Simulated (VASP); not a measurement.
Level of theory: PW91 GGA, VASP's PBE PAW potentials (set 64) (plane waves; VASP 6.6.1).

VASP ran on this input.

INCAR:
```
SYSTEM = CuZn
PREC = Accurate
ENCUT = 520
EDIFF = 1E-7
NELM = 100
ALGO = Normal
LREAL = .FALSE.
LASPH = .TRUE.
ISMEAR = 1
SIGMA = 0.1
GGA = 91
LMAXMIX = 4
LWAVE = .FALSE.
LCHARG = .FALSE.
ISIF = 2
```

POSCAR:
```
CuZn
5.9361520
  0.5000000073   0.0000000000   0.0000000000
  0.0000000000   0.5000000073   0.0000000000
  0.0000000000   0.0000000000   0.5000000073
Zn Cu
1 1
Direct
  0.5000000000   0.5000000000   0.5000000000
  0.0000000000   0.0000000000   0.0000000000
```

**KPOINTS**
```
kpoints
0
gamma
 12 12 12
```

POTCAR, in this order: Zn Cu (PBE.64 set). Program: vasp_std.

What VASP printed:

### OSZICAR
```
       N       E                     dE             d eps       ncg     rms          rms(c)
DAV:   1     0.112818505875E+03    0.11282E+03   -0.11633E+04  2600   0.252E+03
DAV:   2    -0.293196920990E+01   -0.11575E+03   -0.11262E+03  2520   0.330E+02
DAV:   3    -0.603187611926E+01   -0.30999E+01   -0.30930E+01  3200   0.735E+01
DAV:   4    -0.605184017401E+01   -0.19964E-01   -0.19963E-01  2870   0.520E+00
DAV:   5    -0.605211866625E+01   -0.27849E-03   -0.27849E-03  3378   0.655E-01    0.924E+00
DAV:   6    -0.591938913222E+01    0.13273E+00   -0.16758E+01  2753   0.106E+02    0.595E+00
DAV:   7    -0.501296380072E+01    0.90643E+00   -0.37368E+00  2644   0.981E+01    0.213E+00
DAV:   8    -0.501598163222E+01   -0.30178E-02   -0.19245E-01  3445   0.641E+00    0.122E+00
DAV:   9    -0.500670119542E+01    0.92804E-02   -0.21769E-02  3043   0.379E+00    0.485E-02
DAV:  10    -0.500671552256E+01   -0.14327E-04   -0.57710E-04  3787   0.435E-01    0.251E-02
DAV:  11    -0.500671805266E+01   -0.25301E-05   -0.17590E-05  3558   0.104E-01    0.123E-02
DAV:  12    -0.500671722549E+01    0.82717E-06   -0.12828E-06  3906   0.299E-02    0.217E-03
DAV:  13    -0.500671722241E+01    0.30732E-08   -0.18604E-07  1863   0.129E-02
   1 F= -.50067172E+01 E0= -.50067512E+01  d E =0.101918E-03
```

File OUTCAR:
```
------------------------ aborting loop because EDIFF is reached ----------------------------------------
  FORCE on cell =-STRESS in cart. coord.  units (eV):
  Direction    XX          YY          ZZ          XY          YZ          ZX
  --------------------------------------------------------------------------------------
  Total        0.0675770      0.0675770      0.0675770      0.0000000      0.0000000      0.0000000
  in kB        4.1408030      4.1408030      4.1408030      0.0000000      0.0000000      0.0000000
  external PRESSURE =       4.1408030 kB  Pullay stress =       0.0000000 kB
  volume of cell :       26.15
      direct lattice vectors                 reciprocal lattice vectors
     2.968076043  0.000000000  0.000000000     0.336918591  0.000000000  0.000000000
     0.000000000  2.968076043  0.000000000     0.000000000  0.336918591  0.000000000
     0.000000000  0.000000000  2.968076043     0.000000000  0.000000000  0.336918591
 POSITION                                       TOTAL-FORCE (eV/Angst)
 -----------------------------------------------------------------------------------
      1.48404      1.48404      1.48404         0.000000      0.000000      0.000000
      0.00000      0.00000      0.00000         0.000000      0.000000      0.000000
 -----------------------------------------------------------------------------------
    total drift:                                0.000000      0.000000     -0.000000
  FREE ENERGIE OF THE ION-ELECTRON SYSTEM (eV)
  ---------------------------------------------------
  free  energy   TOTEN  =        -5.0067172224 eV

  energy  without entropy=       -5.0068191404  energy(sigma->0) =       -5.00675120
```
(Selected blocks of OUTCAR.)

The compound is CuZn in the CsCl type structure. It was relaxed first. The electron count is odd and the run is not spin-polarised, which forces a metal.
